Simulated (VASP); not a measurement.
Input:

```xyz
2
Lattice="0.0000 2.4400 2.4400 2.4400 0.0000 2.4400 2.4400 2.4400 0.0000" Properties=species:S:1:pos:R:3 pbc="T T T"
Na     0.0000     0.0000     0.0000
H      2.4400     2.4400     2.4400
```

All values below come from PBE GGA, VASP's PBE PAW potentials (set 64) (plane waves; VASP 6.6.1). Settings: 400 eV cut-off, 7×7×7 Γ-centred mesh, Gaussian smearing of 0.050 eV, potentials Na_pv H.

Problem. Estimate the energy per atom (σ→0), pressure.

Solution. 
| Quantity | Result |
|---|---|
| energy per atom (σ→0) | -2.542 eV/atom |
| pressure | -1.11 GPa |

Only differences to runs with the same potentials and settings are physical.

The compound is NaH in the rock salt structure. The cell was not relaxed at this level.
